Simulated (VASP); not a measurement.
# RbIr3 (Pm-3m) in VASP: notebook

Runs on RbIr3. Level: PBE. Tasks: single point, relaxation of cell and atoms.

All numbers are computed with VASP 6.6.1; they aren't measurements. Logs are shortened: lines on timing, memory, paths and dates and some standing lists are left out, and cuts for length are marked.

## (1) The undisturbed crystal

Symmetry: Pm-3m, No. 221, cubic system. The conventional cell has a = 4.155 Å, b = 4.155 Å, c = 4.155 Å, α = 90.00°, β = 90.00°, γ = 90.00°. Rb (site symmetry m-3m) has 12 Ir at 2.94 Å as nearest neighbours. Ir (site symmetry 4/mmm) is surrounded by 4 Rb at 2.94 Å and 8 Ir at 2.94 Å.

The cell was built by a generator and needn't be a form met in nature.

## (2) Single point, PBE (random cell by space group and Wyckoff sites (Pm-3m, No. 221))

INCAR reads:

```
PREC = Accurate
ENCUT = 520
EDIFF = 1E-6
ISMEAR = 0
SIGMA = 0.1
LREAL = False
LASPH = True
NELM = 100
ALGO = Normal
ISIF = 2
LWAVE = False
LCHARG = False
GGA = PE
NBANDS = 26
```

KPOINTS reads:

```
regular mesh
0
Gamma
  4 4 4
```

POSCAR reads:

```
RbIr3
1.0
    4.1541361463      0.0000000000      0.0000000000
    0.0000000000      4.1541361463      0.0000000000
    0.0000000000      0.0000000000      4.1541361463
Rb Ir
1 3
Direct
    0.5000000000      0.5000000000      0.5000000000
    0.5000000000      0.0000000000      0.0000000000
    0.0000000000      0.5000000000      0.0000000000
    0.0000000000      0.0000000000      0.5000000000
```

Potentials or basis: VASP PAW PBE potentials, release 64 (Rb_sv, Ir).

The run is started by

```console
> cat potpaw_PBE.64/Rb_sv/POTCAR potpaw_PBE.64/Ir/POTCAR > POTCAR
> mpirun -np 1 vasp_std > vasp.out
```

OUTCAR:

```text
PREC = Accurate
   ENCUT = 520
   EDIFF = 1E-6
   ISMEAR = 0
   LREAL = False
   LASPH = True
   NELM = 100
   ISIF = 2
   GGA = PE

 ion  position               nearest neighbor table
   1  0.500  0.500  0.500-   2 2.94   3 2.94   4 2.94   2 2.94   3 2.94   2 2.94   4 2.94   2 2.94
                             3 2.94   4 2.94   3 2.94   4 2.94
   2  0.500  0.000  0.000-   1 2.94   3 2.94   4 2.94   1 2.94   4 2.94   1 2.94   3 2.94   1 2.94
                             3 2.94   4 2.94   4 2.94   3 2.94
   3  0.000  0.500  0.000-   1 2.94   2 2.94   4 2.94   1 2.94   4 2.94   2 2.94   4 2.94   4 2.94
                             1 2.94   2 2.94   1 2.94   2 2.94
   4  0.000  0.000  0.500-   1 2.94   2 2.94   3 2.94   2 2.94   3 2.94   1 2.94   3 2.94   3 2.94
                             1 2.94   2 2.94   2 2.94   1 2.94

  LATTYP: Found a simple cubic cell.
 ALAT       =     4.1541361463

  Lattice vectors:

 A1 = (   4.1541361463,   0.0000000000,   0.0000000000)
 A2 = (   0.0000000000,   4.1541361463,   0.0000000000)
 A3 = (   0.0000000000,   0.0000000000,   4.1541361463)

Analysis of symmetry for initial positions (statically):
=====================================================================
 Subroutine PRICEL returns:
 Original cell was already a primitive cell.

 Routine SETGRP: Setting up the symmetry group for a
 simple cubic supercell.

 Subroutine GETGRP returns: Found 48 space group operations
 (whereof 48 operations were pure point group operations)
 out of a pool of 48 trial point group operations.

The static configuration has the point symmetry O_h .

Analysis of symmetry for dynamics (positions and initial velocities):
=====================================================================
 Subroutine PRICEL returns:
 Original cell was already a primitive cell.

 Routine SETGRP: Setting up the symmetry group for a
 simple cubic supercell.

 Subroutine GETGRP returns: Found 48 space group operations
 (whereof 48 operations were pure point group operations)
 out of a pool of 48 trial point group operations.

The dynamic configuration has the point symmetry O_h .

 Subroutine INISYM returns: Found 48 space group operations
 (whereof 48 operations are pure point group operations),
 and found     1 'primitive' translations

----------------------------------------------------------------------------------------

                                     Primitive cell

  volume of cell :      71.6873

  direct lattice vectors                    reciprocal lattice vectors
[... 78 lines left out ...]
   EDIFFG = 0.1E-04   stopping-criterion for IOM
   NSW    =      0    number of steps for IOM
   IBRION =     -1    ionic relax: 0-MD 1-quasi-New 2-CG
   NFREE  =      0    steps in history (QN), initial steepest desc. (CG)
   ISIF   =      2    stress and relaxation
   ISYM   =      2    0-nonsym 1-usesym 2-fastsym
   POTIM  = 0.5000    time-step for ionic-motion
   TEBEG  =    0.0;   TEEND  =   0.0 temperature during run
   PSTRESS=    0.0 pullay stress
   NELECT =      36.0000    total number of electrons
   NUPDOWN=      -1.0000    fix difference up-down
   EMIN   =  10.00;   EMAX   =-10.00  energy-range for DOS
   EFERMI =   0.00;   METHOD = LEGACY
   ISMEAR =     0;   SIGMA  =   0.10  broadening in eV -4-tet -1-fermi 0-gaus
   EFERMI_NEDOS =   21; number of points for ismear=-14 and -15
   IALGO  =     38    algorithm
   IMIX   =      4    mixing-type and parameters
     AMIX     =   0.40;   BMIX     =  1.00
     AMIX_MAG =   1.60;   BMIX_MAG =  1.00
  volume/ion in A,a.u.               =      17.92       120.94
  Fermi-wavevector in a.u.,A,eV,Ry     =   1.301253  2.459011 23.038178  1.693258
  Thomas-Fermi vector in A             =   2.432398
   LORBIT       =      0    0 simple, 1 ext, 2 COOP (PROOUT), +10 PAW based schemes
   GGA     = PE    functional components
   LHFCALC =     F    Hartree Fock is set to
   AEXX    =    0.0000 exact exchange contribution
   IVDW    =     0    specifies the selected vdW correction
   LEPSILON=     F    determine dielectric tensor
   LRPA    =     F    only Hartree local field effects (RPA)
 non-spin polarized calculation
 Gauss-broadening in eV      SIGMA  =   0.10
  energy-cutoff  :      520.00
  volume of cell :       71.69
 maximum number of plane-waves:      1956
 NGX is ok and might be reduce to    32
   NGX = 15   NGY = 15   NGZ = 15

 number of electron      35.9999993 magnetization

 Free energy of the ion-electron system (eV)
  ---------------------------------------------------
  ext. energy  EPLUGINS =         0.00000000
  ---------------------------------------------------
  free energy    TOTEN  =       -20.96421541 eV

  energy without entropy =      -20.93331649  energy(sigma->0) =      -20.94876595

 E-fermi :   5.6966     XC(G=0): -12.2546

 val. band max:        5.5504840339   @ k =   0.5000   0.5000   0.0000
 cond. band min:       5.6982436095   @ k =   0.2500   0.2500   0.0000
 fundamental gap:      0.1477595756
 Fermi energy:         5.6966314992

 k-point     1 :       0.0000    0.0000    0.0000
  band No.  band energies     occupation
      1     -19.5694      2.00000
      2      -3.9736      2.00000
      3      -3.9736      2.00000
      4      -3.9736      2.00000
      5      -1.2377      2.00000
      6       1.4992      2.00000
[... 279 lines left out ...]
     25      10.0337      0.00000
     26      10.0337      0.00000

------------------------ aborting loop because EDIFF is reached ----------------------------------------

  FORCE on cell =-STRESS in cart. coord.  units (eV):
  Direction    XX          YY          ZZ          XY          YZ          ZX
  --------------------------------------------------------------------------------------
  -------------------------------------------------------------------------------------
  Total        0.3080654      0.3080654      0.3080654      0.0000000     -0.0000000      0.0000000
  in kB        6.8851175      6.8851175      6.8851175      0.0000000     -0.0000000      0.0000000
  external PRESSURE =       6.8851175 kB  Pullay stress =       0.0000000 kB

 VOLUME and BASIS-vectors are now :
 -----------------------------------------------------------------------------
  energy-cutoff  :      520.00
  volume of cell :       71.69
      direct lattice vectors                 reciprocal lattice vectors
     4.154136146  0.000000000  0.000000000     0.240723935  0.000000000  0.000000000
     0.000000000  4.154136146  0.000000000     0.000000000  0.240723935  0.000000000
     0.000000000  0.000000000  4.154136146     0.000000000  0.000000000  0.240723935

 POSITION                                       TOTAL-FORCE (eV/Angst)
 -----------------------------------------------------------------------------------
      2.07707      2.07707      2.07707         0.000000      0.000000      0.000000
      2.07707      0.00000      0.00000         0.000000      0.000000      0.000000
      0.00000      2.07707      0.00000         0.000000      0.000000      0.000000
      0.00000      0.00000      2.07707         0.000000      0.000000      0.000000
 -----------------------------------------------------------------------------------
    total drift:                                0.000000      0.000000     -0.000000

  FREE ENERGIE OF THE ION-ELECTRON SYSTEM (eV)
  ---------------------------------------------------
  free  energy   TOTEN  =       -20.9642154110 eV

  energy  without entropy=      -20.9333164852  energy(sigma->0) =      -20.94876595
```

OSZICAR:

```text
N       E                     dE             d eps       ncg     rms          rms(c)
DAV:   1     0.339201671001E+03    0.33920E+03   -0.16294E+04   520   0.134E+03
DAV:   2     0.531346268323E+00   -0.33867E+03   -0.31928E+03   520   0.387E+02
DAV:   3    -0.214447993914E+02   -0.21976E+02   -0.20983E+02   752   0.974E+01
DAV:   4    -0.224004199622E+02   -0.95562E+00   -0.94868E+00   760   0.164E+01
DAV:   5    -0.224088827836E+02   -0.84628E-02   -0.84560E-02   676   0.137E+00    0.254E+01
DAV:   6    -0.210280645692E+02    0.13808E+01   -0.41729E+00   726   0.170E+01    0.102E+01
DAV:   7    -0.209727479211E+02    0.55317E-01   -0.19062E-01   580   0.283E+00    0.481E+00
DAV:   8    -0.209671529695E+02    0.55950E-02   -0.56160E-02   772   0.137E+00    0.558E-01
DAV:   9    -0.209641797381E+02    0.29732E-02   -0.80431E-03   612   0.651E-01    0.176E-01
DAV:  10    -0.209642276621E+02   -0.47924E-04   -0.24243E-03   668   0.258E-01    0.490E-02
DAV:  11    -0.209642188747E+02    0.87874E-05   -0.59069E-05   622   0.510E-02    0.220E-02
DAV:  12    -0.209642149379E+02    0.39368E-05   -0.23070E-05   652   0.239E-02    0.779E-03
DAV:  13    -0.209642154110E+02   -0.47303E-06   -0.16920E-06   476   0.855E-03
   1 F= -.20964215E+02 E0= -.20948766E+02  d E =-.308989E-01
```

Run time: 11 s. Hardware: 1 thread of AMD EPYC 9R45 (Zen 5), shared host; peak memory 0.14 GiB.

What came out:

```
Free energy            : -20.9642 eV
Pressure               : 0.7 GPa
Band gap on the k mesh : none (metal or under the smearing width)
```

Levels at points of the mesh, in eV from the Fermi level:
```csv
k point,band 15,band 16,band 17,band 18,band 19,band 20
"(0.00, 0.00, 0.00)",0.25,0.25,1.22,1.58,1.58,1.58
"(0.50, 0.00, 0.00)",-1.16,-0.62,-0.34,-0.20,-0.20,0.42
"(0.50, 0.50, 0.00)",-1.05,-0.77,-0.59,-0.59,-0.35,-0.15
"(0.50, 0.50, 0.50)",-0.42,-0.42,0.15,1.21,1.21,1.21
```

Caveat: the k mesh is coarse (spacing up to 0.38 Å⁻¹), so the values aren't converged. The run has no spin-orbit coupling, so splittings on Ir are missing.

## (3) Relaxation of cell and atoms, PBE (random cell by space group and Wyckoff sites (Pm-3m, No. 221))

INCAR reads:

```
  ALGO = Normal
  EDIFF = 1E-7
  EDIFFG = -0.04
  ENCUT = 600
  GGA = PE
  IBRION = 2
  ISIF = 3
  ISMEAR = 0
  LASPH = T
  LCHARG = F
  LREAL = F
  LWAVE = F
  NELM = 100
  NSW = 90
  PREC = Accurate
  SIGMA = 0.1
```

KPOINTS reads:

```
k-points
0
Gamma
  4 4 4
```

POSCAR reads:

```
RbIr3
1.0
    4.4583737800      0.0000000000      0.0000000000
    0.0000000000      4.4583737800      0.0000000000
    0.0000000000      0.0000000000      4.4583737800
Rb Ir
1 3
Direct
    0.5000000000      0.5000000000      0.5000000000
    0.5000000000      0.0000000000      0.0000000000
    0.0000000000      0.5000000000      0.0000000000
    0.0000000000      0.0000000000      0.5000000000
```

Potentials or basis: VASP PAW PBE potentials, release 64 (Rb_sv, Ir).

The run is started by

```console
> cat potpaw_PBE.64/Rb_sv/POTCAR potpaw_PBE.64/Ir/POTCAR > POTCAR
> mpirun -np 1 vasp_std > vasp.out
```

It took 66 s on 1 thread of Intel Xeon Platinum 8488C (Sapphire Rapids), shared host; peak memory 0.21 GiB.

The run converged. Its results:

```yaml
Free_energy: -20.9662 eV
Relaxed_volume: 18.01 Å³/atom
Relaxed_cell: a = 4.161 Å, b = 4.161 Å, c = 4.161 Å, α = 90.00°, β = 90.00°, γ = 90.00°
Space_group_after_relaxing_to_0.05_Å: Pm-3m (No. 221)
Energy_gained_by_relaxing: 262.2 meV/atom
Ionic_steps: 4
Pressure_after_relaxing: 0.0 GPa
Band_gap_on_the_k_mesh: none (metal or under the smearing width)
```

Step by step:
| step | energy change (eV) | largest force (eV/Å) | pressure (GPa) | volume (Å³) |
| --- | --- | --- | --- | --- |
| 1 | 0.0000 | 0.0000 | -16.26 | 88.62 |
| 2 | -0.3789 | 0.0000 | 26.64 | 62.80 |
| 3 | -1.0482 | 0.0000 | -0.57 | 72.36 |
| 4 | -1.0487 | 0.0000 | 0.00 | 72.06 |

Final structure:
```
Rb Ir
1.0
     4.16124    0.00000    0.00000
     0.00000    4.16124    0.00000
     0.00000    0.00000    4.16124
Rb Ir
1 3
Direct
  0.50000 0.50000 0.50000
  0.50000 0.00000 0.00000
  0.00000 0.50000 0.00000
  0.00000 0.00000 0.50000
```

Levels at points of the mesh, in eV from the Fermi level:
| k point | band 14 | band 15 | band 16 | band 17 | band 18 | band 19 | band 20 | band 21 |
| --- | --- | --- | --- | --- | --- | --- | --- | --- |
| (0.00, 0.00, 0.00) | -1.01 | 0.25 | 0.25 | 1.21 | 1.57 | 1.57 | 1.57 | 4.44 |
| (0.50, 0.00, 0.00) | -1.70 | -1.15 | -0.61 | -0.35 | -0.20 | -0.20 | 0.42 | 1.57 |
| (0.50, 0.50, 0.00) | -1.43 | -1.04 | -0.77 | -0.59 | -0.59 | -0.35 | -0.14 | 1.41 |
| (0.50, 0.50, 0.50) | -1.21 | -0.41 | -0.41 | 0.16 | 1.20 | 1.20 | 1.20 | 4.20 |

Caveat: the volume moved by over 15 % at a fixed basis, so the end points are rough.
